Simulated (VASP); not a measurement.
Given:

```
CELL_PARAMETERS angstrom
      8.48696     0.00000     0.00000
      0.00000     8.48696     0.00000
      0.00000     0.00000     8.48696
ATOMIC_POSITIONS crystal
  Mg 0.50061 0.99368 0.99421
  Mg 0.75559 0.24909 0.99437
  Mg 0.75588 0.99362 0.24949
  Mg 0.99970 0.99980 0.99987
  Mg 0.24922 0.24901 0.99945
  Mg 0.50075 0.50039 0.99951
  Mg 0.75015 0.75008 0.99986
  Mg 0.24904 0.99857 0.24950
  Mg 0.53132 0.21684 0.21926
  Mg 0.75062 0.50047 0.24946
  Mg 0.50063 0.99819 0.50098
  Mg 0.75069 0.24893 0.50085
  Mg 0.75024 0.99960 0.75033
  Mg 0.99345 0.50035 0.99386
  Mg 0.24932 0.75600 0.99394
  Mg 0.99889 0.24902 0.24961
  Mg 0.21653 0.53251 0.21739
  Mg 0.50069 0.75039 0.24937
  Mg 0.99414 0.99394 0.50090
  Mg 0.21939 0.21803 0.53131
  Mg 0.53187 0.53135 0.53301
  Mg 0.75587 0.75558 0.50084
  Mg 0.24924 0.99391 0.75600
  Mg 0.50053 0.24886 0.75121
  Mg 0.75596 0.50033 0.75633
  Mg 0.99348 0.75603 0.24962
  Mg 0.99894 0.50040 0.50120
  Mg 0.24914 0.75043 0.50106
  Mg 0.99418 0.24910 0.75583
  Mg 0.24918 0.50043 0.75130
  Mg 0.50065 0.75573 0.75635
  Mg 0.99969 0.75014 0.75037
  Mg 0.37475 0.37668 0.37391
  O  0.75638 0.24726 0.24812
  O  0.99243 0.50207 0.24800
  O  0.99360 0.24744 0.50257
  O  0.24762 0.24690 0.24829
  O  0.50319 0.50307 0.24709
  O  0.74962 0.74952 0.25066
  O  0.00019 0.00025 0.25067
  O  0.50105 0.24730 0.50155
  O  0.75655 0.50181 0.50278
  O  0.00018 0.74942 0.49966
  O  0.74941 0.25023 0.74968
  O  0.00020 0.49926 0.74983
  O  0.00022 0.25040 0.00055
  O  0.24737 0.75660 0.24790
  O  0.50223 0.99214 0.24801
  O  0.24753 0.50228 0.50337
  O  0.50237 0.75607 0.50283
  O  0.74953 0.00016 0.49963
  O  0.24783 0.24739 0.75677
  O  0.50234 0.50178 0.75747
  O  0.75007 0.74989 0.75027
  O  0.99979 0.99971 0.75029
  O  0.50220 0.24722 0.99396
  O  0.74960 0.49922 0.00044
  O  0.99982 0.74993 0.00008
  O  0.24770 0.99265 0.50262
  O  0.25046 0.74951 0.74990
  O  0.49946 0.00018 0.74976
  O  0.24743 0.50208 0.99321
  O  0.49938 0.74951 0.00036
  O  0.75005 0.99969 0.99999
  O  0.25041 0.00025 0.00053
```

The numbers are results of HSE06 screened hybrid, VASP's PBE PAW potentials (set 64) (plane waves; VASP), not measurements. Run with PREC = Normal, LREAL = Auto, ISYM = 0, EDIFF = 1E-5, 400 eV cut-off, 1×1×1 Γ-centred mesh, Gaussian smearing of 0.050 eV, potentials Mg O.

The supercell is sampled at Γ alone, which is coarse: total energies, pressure and levels can be off, energies of defects by several tenths of an eV.

Q: What does the run give for the energy per atom (σ→0)?

A: 
The energy per atom (σ→0) is -6.896 eV/atom.

The cell is a supercell with a defect, built from MgO (rock salt): Mg_i. The cell's shape comes from a PBE relaxation. The run is not spin-polarised, so no state with unpaired spins was tried.
